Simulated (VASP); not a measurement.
Data:

```
CELL_PARAMETERS angstrom
      3.65910     0.00000     0.00000
     -1.82955     3.16887     0.00000
      0.00000     0.00000    30.59731
ATOMIC_POSITIONS crystal
  S  0.66667 0.33333 0.25964
  S  0.33333 0.66667 0.35670
  S  0.66667 0.33333 0.45152
  S  0.33333 0.66667 0.54848
  S  0.66667 0.33333 0.64330
  S  0.33333 0.66667 0.74036
  Sn 0.00000 0.00000 0.30818
  Sn 0.00000 0.00000 0.50000
  Sn 0.00000 0.00000 0.69182
```

Level of theory: HSE06 screened hybrid (exact exchange on a k-mesh reduced by 3x3x1), VASP's PBE PAW potentials (set 64) (plane waves; VASP). Numerical set-up: PREC = Normal, EDIFF = 1E-5, 400 eV cut-off, 12×12×1 Γ-centred mesh, Gaussian smearing of 0.050 eV, potentials S Sn.

Exact exchange is summed on a reduced mesh (NKRED).

Question: Estimate the energy per atom (σ→0).

Answer: 
```yaml
energy per atom (σ→0): -5.411 eV/atom
```

The absolute energy has meaning only against runs of the same code, potentials and settings.

The cell is a sheet with vacuum, built from SnS2 (1T layered). The cell's shape comes from a PBE relaxation.
